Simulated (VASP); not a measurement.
# GW on LiCl: a test of the settings, part 2 of 2

Aim: test the GW correction to the gap of LiCl. The starting structure is a measured crystal structure from the Crystallography Open Database. Cell and atoms stay as given.

VASP 6.6.1.

Results so far: G0W0 (response cutoff 100 eV, 4×4×4 mesh) 8.55 eV; G0W0 (response cutoff 160 eV, 4×4×4 mesh) 8.71 eV.

## Step 4: G0W0 (response cutoff 240 eV, 4×4×4 mesh)

Level of this step: G0W0 on LDA; plane waves and PAW (Cl_GW, Li_GW) (VASP).

It reads the orbitals and their derivatives (WAVECAR and WAVEDER) of a run with the empty bands, which follows a ground-state run; neither is shown.

Contents of INCAR:

```
SYSTEM = LiCl
PREC = Accurate
ENCUT = 300
ISMEAR = 0
SIGMA = 0.01
LREAL = .FALSE.
GGA = CA
NBANDS = 288
ALGO = EVGW0
NELMGW = 1
ENCUTGW = 240
NOMEGA = 40
PRECFOCK = Fast
NBANDSGW = 12
LWAVE = .FALSE.
LCHARG = .FALSE.
```

Contents of POSCAR:

```
LiCl
1.0
    0.0000000000      2.5715000000      2.5715000000
    2.5715000000      0.0000000000      2.5715000000
    2.5715000000      2.5715000000      0.0000000000
Cl Li
1 1
Direct
    0.5000000000      0.5000000000      0.5000000000
    0.0000000000      0.0000000000      0.0000000000
```

Contents of KPOINTS:

```
Automatic mesh
0
Gamma
4 4 4
0 0 0
```

PAW data sets: Cl_GW and Li_GW (LDA family, release 64).

The run is started by

```
$ mpirun -np 4 vasp_std
```

Output:

```text
[banner, memory and clock lines left out]
running    4 mpi-ranks, on    1 nodes
[...]
|                                                                             |
|           W    W    AA    RRRRR   N    N  II  N    N   GGGG   !!!           |
|           W    W   A  A   R    R  NN   N  II  NN   N  G    G  !!!           |
|           W    W  A    A  R    R  N N  N  II  N N  N  G       !!!           |
|           W WW W  AAAAAA  RRRRR   N  N N  II  N  N N  G  GGG   !            |
|           WW  WW  A    A  R   R   N   NN  II  N   NN  G    G                |
|           W    W  A    A  R    R  N    N  II  N    N   GGGG   !!!           |
|                                                                             |
|     The default for ENCUTGWSOFT is different in this version of VASP.       |
|     please manually set ENCUTGWSOFT =240 in the INCAR file.                 |
|                                                                             |

 LDA part: xc-table for (Slater(with rela. corr.)+CA(PZ))
[...]
total number of BLAS operations        636.12 Gflops
NQ=   4    0.2500    0.2500    0.0000,
|.........|.........|.........|.........|.........|.........|.........|.........
 performed       1375000 updates of chi_q(r,r)
 total number of BLAS operations        906.01 Gflops
NQ=   5    0.5000    0.2500    0.0000,
|.........|.........|.........|.........|.........|.........|.........|.........
 performed       1935000 updates of chi_q(r,r)
 total number of BLAS operations       1282.86 Gflops
NQ=   6   -0.2500    0.2500    0.0000,
|.........|.........|.........|.........|.........|.........|.........|.........
 performed       2426000 updates of chi_q(r,r)
 total number of BLAS operations       1597.46 Gflops
NQ=   7    0.5000    0.5000    0.0000,
|.........|.........|.........|.........|.........|.........|.........|.........
 performed       2723000 updates of chi_q(r,r)
 total number of BLAS operations       1814.50 Gflops
NQ=   8   -0.2500    0.5000    0.2500,
|.........|.........|.........|.........|.........|.........|.........|.........
 performed       3131000 updates of chi_q(r,r)
 total number of BLAS operations       2070.44 Gflops
 resolving degeneracies of screened two electron integrals

 calculate QP shifts <psi_nk| G(iteration)W_0 |psi_nk>: iteration 1
 entering main loop
[key lines of the parts left out:]
E-fermi :   2.6996
```

Elapsed: 61 s, on 4 MPI ranks of AMD EPYC 7R43, shared host; peak memory 0.83 GiB.

OUTCAR, selected parts (step 4):

```text
 QP shifts <psi_nk| G(iteration)W_0 |psi_nk>: iteration 1
 for sc-GW calculations column KS-energies equals QP-energies in previous step
 and V_xc(KS)=  KS-energies - (<T + V_ion + V_H > + <T+V_H+V_ion>^1  + <V_x>^1)
 k-point   1 :       0.0000    0.0000    0.0000
  band No.  KS-energies  QP-energies   sigma(KS)   V_xc(KS)     V^pw_x(r,r')   Z            occupation Imag(sigma)
      1     -13.5790     -15.3384     -16.9536     -14.6429     -24.0279       0.7614       2.0000       1.5281
      2      -0.2728      -2.0772     -17.0403     -14.7514     -18.8506       0.7883       2.0000       0.0408
      3      -0.2728      -2.0772     -17.0403     -14.7514     -18.8506       0.7883       2.0000       0.0408
      4      -0.2728      -2.0772     -17.0403     -14.7514     -18.8506       0.7883       2.0000       0.0408
      5       5.6719       6.7122      -7.8118      -9.0688      -4.1739       0.8276       0.0000      -0.1311
      6      11.3393      12.6708      -8.1271      -9.7527      -4.1483       0.8191       0.0000      -0.1339
      7      11.3393      12.6708      -8.1271      -9.7527      -4.1483       0.8191       0.0000      -0.1339
      8      11.3393      12.6708      -8.1271      -9.7527      -4.1483       0.8191       0.0000      -0.1339
    ...

[... 1 part as in an earlier step ...]

[... 2 further parts left out ...]
[key lines of the parts left out:]
E-fermi :   2.6996
```

G0W0 (response cutoff 240 eV, 4×4×4 mesh): the quasiparticle gap on this mesh is 8.789 eV, +2.845 eV from the LDA gap on the same points, with 288 bands.

## Step 5: GW0 with iterated eigenvalues (response cutoff 160 eV, 4×4×4 mesh)

It reads the orbitals and their derivatives (WAVECAR and WAVEDER) of a run with the empty bands, which follows a ground-state run; neither is shown.

Edit INCAR of step 4 so:

```diff
@@ -7,6 +7,6 @@
 GGA = CA
-NBANDS = 288
+NBANDS = 160
 ALGO = EVGW0
-NELMGW = 1
-ENCUTGW = 240
+NELMGW = 4
+ENCUTGW = 160
 NOMEGA = 40
```

POSCAR is that of step 4.

KPOINTS is that of step 4.

The run is started by

```
$ mpirun -np 4 vasp_std
```

Output:

```text
[banner, memory and clock lines left out]
running    4 mpi-ranks, on    1 nodes
[...]
[... a notice as in an earlier step ...]

 LDA part: xc-table for (Slater(with rela. corr.)+CA(PZ))
 , standard interpolation
 found WAVECAR, reading the header
 POSCAR, INCAR and KPOINTS ok, starting setup
[...]
reading WAVECAR
 the WAVECAR file was read successfully
 initial charge from wavefunction
 available memory per node:    175.59 GB, setting MAXMEM to    179808

 The Fermi energy was updated, please check that it is located mid-gap
 values below the HOMO (VB) or above the LUMO (CB) will cause erroneous energies
 E-fermi :   2.6996

 calculate exact exchange contribution
 the WAVEDER file was read successfully
energies w=
    0.000    0.000    0.920    0.000    1.834    0.000    2.738    0.000
    3.628    0.000    4.500    0.000    5.354    0.000    6.189    0.000
    7.005    0.000    7.805    0.000    8.591    0.000    9.365    0.000
[...]
total number of BLAS operations        105.05 Gflops
NQ=   4    0.2500    0.2500    0.0000,
|.........|.........|.........|.........|.........|.........|.........|.........
 performed        758000 updates of chi_q(r,r)
 total number of BLAS operations        144.47 Gflops
NQ=   5    0.5000    0.2500    0.0000,
|.........|.........|.........|.........|.........|.........|.........|.........
 performed       1068000 updates of chi_q(r,r)
 total number of BLAS operations        203.33 Gflops
NQ=   6   -0.2500    0.2500    0.0000,
|.........|.........|.........|.........|.........|.........|.........|.........
 performed       1339000 updates of chi_q(r,r)
 total number of BLAS operations        256.26 Gflops
NQ=   7    0.5000    0.5000    0.0000,
|.........|.........|.........|.........|.........|.........|.........|.........
 performed       1503000 updates of chi_q(r,r)
 total number of BLAS operations        285.85 Gflops
NQ=   8   -0.2500    0.5000    0.2500,
|.........|.........|.........|.........|.........|.........|.........|.........
 performed       1728000 updates of chi_q(r,r)
 total number of BLAS operations        329.81 Gflops
 resolving degeneracies of screened two electron integrals

 calculate QP shifts <psi_nk| G(iteration)W_0 |psi_nk>: iteration 4
 entering main loop
```

It took 2.1 min on 4 MPI ranks; peak memory 0.53 GiB.

From OUTCAR (step 5):

```text
 QP shifts <psi_nk| G(iteration)W_0 |psi_nk>: iteration 2
 k-point   1 :       0.0000    0.0000    0.0000
  band No. old QP-enery  QP-energies   sigma(KS)   T+V_ion+V_H  V^pw_x(r,r')   Z            occupation Imag(sigma)
      1     -15.1978     -15.5003     -16.6525       1.0638     -24.0279       0.7741       2.0000       1.5944
      2      -1.9224      -2.1807     -16.7275      14.4786     -18.8506       0.7912       2.0000       0.1121
      3      -1.9224      -2.1807     -16.7275      14.4786     -18.8506       0.7912       2.0000       0.1121
      4      -1.9224      -2.1807     -16.7275      14.4786     -18.8506       0.7912       2.0000       0.1121
      5       6.7835       6.9328      -7.7770      14.7407      -4.1739       0.8288       0.0000      -0.0885
      6      12.7281      12.9120      -8.1399      21.0920      -4.1483       0.8209       0.0000      -0.1100
      7      12.7281      12.9120      -8.1399      21.0920      -4.1483       0.8209       0.0000      -0.1100
      8      12.7281      12.9120      -8.1399      21.0920      -4.1483       0.8209       0.0000      -0.1100
    ...

 QP shifts <psi_nk| G(iteration)W_0 |psi_nk>: iteration 3
 k-point   1 :       0.0000    0.0000    0.0000
  band No. old QP-enery  QP-energies   sigma(KS)   T+V_ion+V_H  V^pw_x(r,r')   Z            occupation Imag(sigma)
      1     -15.5003     -15.5679     -16.6514       1.0638     -24.0279       0.7739       2.0000       1.5933
      2      -2.1807      -2.2244     -16.7145      14.4786     -18.8506       0.7909       2.0000       0.1122
      3      -2.1807      -2.2244     -16.7145      14.4786     -18.8506       0.7909       2.0000       0.1122
      4      -2.1807      -2.2244     -16.7145      14.4786     -18.8506       0.7909       2.0000       0.1122
      5       6.9328       6.9517      -7.7851      14.7407      -4.1739       0.8308       0.0000      -0.0832
      6      12.9120      12.9369      -8.1497      21.0920      -4.1483       0.8209       0.0000      -0.1107
      7      12.9120      12.9369      -8.1497      21.0920      -4.1483       0.8209       0.0000      -0.1107
      8      12.9120      12.9369      -8.1497      21.0920      -4.1483       0.8209       0.0000      -0.1107
    ...

 QP shifts <psi_nk| G(iteration)W_0 |psi_nk>: iteration 4
 k-point   1 :       0.0000    0.0000    0.0000
  band No. old QP-enery  QP-energies   sigma(KS)   T+V_ion+V_H  V^pw_x(r,r')   Z            occupation Imag(sigma)
      1     -15.5679     -15.5831     -16.6514       1.0638     -24.0279       0.7728       2.0000       1.5953
      2      -2.2244      -2.2322     -16.7128      14.4786     -18.8506       0.7909       2.0000       0.1121
      3      -2.2244      -2.2322     -16.7128      14.4786     -18.8506       0.7909       2.0000       0.1121
      4      -2.2244      -2.2322     -16.7128      14.4786     -18.8506       0.7909       2.0000       0.1121
      5       6.9517       6.9540      -7.7862      14.7407      -4.1739       0.8317       0.0000      -0.0823
      6      12.9369      12.9404      -8.1509      21.0920      -4.1483       0.8207       0.0000      -0.1109
      7      12.9369      12.9404      -8.1509      21.0920      -4.1483       0.8207       0.0000      -0.1109
      8      12.9369      12.9404      -8.1509      21.0920      -4.1483       0.8207       0.0000      -0.1109
    ...

[... 3 parts as in an earlier step ...]

[... 1 further part left out ...]
[key lines of the parts left out:]
E-fermi :   2.6996
```

GW0 with iterated eigenvalues (response cutoff 160 eV, 4×4×4 mesh): the quasiparticle gap on this mesh is 9.186 eV, +3.241 eV from the LDA gap on the same points, with 160 bands.

## Step 6: G0W0 (response cutoff 100 eV, 6×6×6 mesh)

It reads the orbitals and their derivatives (WAVECAR and WAVEDER) of a run with the empty bands, which follows a ground-state run; neither is shown.

Edit INCAR of step 5 so:

```diff
@@ -7,6 +7,6 @@
 GGA = CA
-NBANDS = 160
+NBANDS = 80
 ALGO = EVGW0
-NELMGW = 4
-ENCUTGW = 160
+NELMGW = 1
+ENCUTGW = 100
 NOMEGA = 40
```

POSCAR is that of step 5.

Contents of KPOINTS:

```
Automatic mesh
0
Gamma
6 6 6
0 0 0
```

The run is started by

```
$ mpirun -np 4 vasp_std
```

Output:

```text
[banner, memory and clock lines left out]
running    4 mpi-ranks, on    1 nodes
[...]
[... a notice as in an earlier step ...]

 LDA part: xc-table for (Slater(with rela. corr.)+CA(PZ))
 , standard interpolation
 found WAVECAR, reading the header
 POSCAR, INCAR and KPOINTS ok, starting setup
[...]
reading WAVECAR
 the WAVECAR file was read successfully
 initial charge from wavefunction
 available memory per node:    178.82 GB, setting MAXMEM to    183116

 The Fermi energy was updated, please check that it is located mid-gap
 values below the HOMO (VB) or above the LUMO (CB) will cause erroneous energies
 E-fermi :   2.6948

 calculate exact exchange contribution
 the WAVEDER file was read successfully
energies w=
    0.000    0.000    0.907    0.000    1.808    0.000    2.699    0.000
    3.576    0.000    4.436    0.000    5.277    0.000    6.100    0.000
    6.904    0.000    7.693    0.000    8.467    0.000    9.230    0.000
[...]
total number of BLAS operations        185.91 Gflops
NQ=  12   -0.3333    0.3333    0.0000,
|.........|.........|.........|.........|.........|.........|.........|.........
 performed       4464000 updates of chi_q(r,r)
 total number of BLAS operations        206.92 Gflops
NQ=  13    0.5000    0.5000    0.0000,
|.........|.........|.........|.........|.........|.........|.........|.........
 performed       4683000 updates of chi_q(r,r)
 total number of BLAS operations        218.16 Gflops
NQ=  14    0.5000    0.3333    0.1667,
|.........|.........|.........|.........|.........|.........|.........|.........
 performed       5186000 updates of chi_q(r,r)
 total number of BLAS operations        242.68 Gflops
NQ=  15   -0.3333    0.3333    0.1667,
|.........|.........|.........|.........|.........|.........|.........|.........
 performed       5639000 updates of chi_q(r,r)
 total number of BLAS operations        263.66 Gflops
NQ=  16   -0.3333    0.5000    0.1667,
|.........|.........|.........|.........|.........|.........|.........|.........
 performed       6039000 updates of chi_q(r,r)
 total number of BLAS operations        284.14 Gflops
 resolving degeneracies of screened two electron integrals

 calculate QP shifts <psi_nk| G(iteration)W_0 |psi_nk>: iteration 1
 entering main loop
```

It took 1.8 min on 4 MPI ranks; peak memory 0.57 GiB.

Parts of OUTCAR (step 6):

```text
 QP shifts <psi_nk| G(iteration)W_0 |psi_nk>: iteration 1
 for sc-GW calculations column KS-energies equals QP-energies in previous step
 and V_xc(KS)=  KS-energies - (<T + V_ion + V_H > + <T+V_H+V_ion>^1  + <V_x>^1)
 k-point   1 :       0.0000    0.0000    0.0000
  band No.  KS-energies  QP-energies   sigma(KS)   V_xc(KS)     V^pw_x(r,r')   Z            occupation Imag(sigma)
      1     -13.5865     -14.9070     -16.3801     -14.6437     -24.0289       0.7605       2.0000       1.5962
      2      -0.2798      -1.6795     -16.5195     -14.7517     -18.7942       0.7918       2.0000       0.1017
      3      -0.2798      -1.6795     -16.5195     -14.7517     -18.7942       0.7918       2.0000       0.1017
      4      -0.2798      -1.6795     -16.5195     -14.7517     -18.7942       0.7918       2.0000       0.1017
      5       5.6694       6.8692      -7.6331      -9.0700      -4.2460       0.8350       0.0000      -0.0857
      6      11.3367      12.8533      -7.9144      -9.7551      -4.1708       0.8239       0.0000      -0.1117
      7      11.3367      12.8533      -7.9144      -9.7551      -4.1708       0.8239       0.0000      -0.1117
      8      11.3367      12.8533      -7.9144      -9.7551      -4.1708       0.8239       0.0000      -0.1117
    ...

[... 1 part as in an earlier step ...]

[... 2 further parts left out ...]
[key lines of the parts left out:]
E-fermi :   2.6948
```

G0W0 (response cutoff 100 eV, 6×6×6 mesh): the quasiparticle gap on this mesh is 8.549 eV, +2.599 eV from the LDA gap on the same points, with 80 bands.

## Step 7: All runs side by side

```
                                                               run  LDA gap on the mesh (eV)  GW gap (eV)  correction (eV)  bands
                         G0W0 (response cutoff 100 eV, 4×4×4 mesh)                     5.945        8.554            2.609     80
                         G0W0 (response cutoff 160 eV, 4×4×4 mesh)                     5.945        8.706            2.761    160
                         G0W0 (response cutoff 240 eV, 4×4×4 mesh)                     5.945        8.789            2.845    288
GW0 with iterated eigenvalues (response cutoff 160 eV, 4×4×4 mesh)                     5.945        9.186            3.241    160
                         G0W0 (response cutoff 100 eV, 6×6×6 mesh)                     5.949        8.549            2.599     80
```

## Step 8: Results

| Quantity | Value |
| --- | --- |
| gap, G0W0 (response cutoff 100 eV, 4×4×4 mesh) | 8.554 eV |
| gap, G0W0 (response cutoff 160 eV, 4×4×4 mesh) | 8.706 eV |
| gap, G0W0 (response cutoff 240 eV, 4×4×4 mesh) | 8.789 eV |
| gap, GW0 with iterated eigenvalues (response cutoff 160 eV, 4×4×4 mesh) | 9.186 eV |
| gap, G0W0 (response cutoff 100 eV, 6×6×6 mesh) | 8.549 eV |

**Reading.** The correction to the LDA gap of LiCl is +2.609 eV at a response cutoff of 100 eV, +2.761 eV at a response cutoff of 160 eV, +2.845 eV at a response cutoff of 240 eV. The number of bands rises with the cutoff. On a 6×6×6 mesh in place of 4×4×4 the correction is +2.599 eV against +2.609 eV. Iterating the eigenvalues in G raises the gap by +0.480 eV. From a response cutoff of 160 to 240 eV the correction still moves by +0.084 eV, so cutoff and bands aren't shown to be converged. The LDA gap along the bands, from another run on this structure, is 5.954 eV. On the 4×4×4 mesh it is 5.945 eV, so this mesh comes close to the edges. On the 6×6×6 mesh it is 5.949 eV, so this mesh comes close to the edges. Further runs on this material are not shown.

[Lines on the potential files, build, host, timing and source positions are cut from VASP's logs without a mark.]

[Logs are printed without paths, hosts, clocks, repeated set-up lines and the standing remarks that a program may print on its own settings, such as how far it seeks lower states.]

[Hosts, paths, dates, database ids (printed as entryN), source tags and the programs' standing remarks are cut or masked in the printed files.]
